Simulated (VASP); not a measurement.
```
Ir
1.0
    0.00000     1.92000     1.92000
    1.92000     0.00000     1.92000
    1.92000     1.92000     0.00000
Ir
1
Direct
  0.00000   0.00000   0.00000
```

Method: LDA (Ceperley-Alder, Perdew-Zunger), VASP's LDA PAW potentials (set 64) (plane waves; VASP 6.6.1). Run with 400 eV cut-off, 15×15×15 Γ-centred mesh, first-order Methfessel-Paxton smearing of 0.10 eV, potentials Ir.

Task: The ions, cell shape and volume are relaxed. What does this cell relax into?

Result: 
```
Ir
1.0
    0.00000     1.90945     1.90945
    1.90945     0.00000     1.90945
    1.90945     1.90945     0.00000
Ir
1
Cartesian
  1.90945   0.00000   1.90945
```
Space group Fm-3m (225), at a tolerance of 0.03 Å.

Task: How do energy and volume change from the first to the last step?

Result: The energy (σ→0) changes by -4.8 meV/atom and the volume by -1.6 %, in 4 ionic steps.

The compound is Ir in the fcc structure. This run relaxes it. Symmetry was kept, so distortions that lower it aren't found.
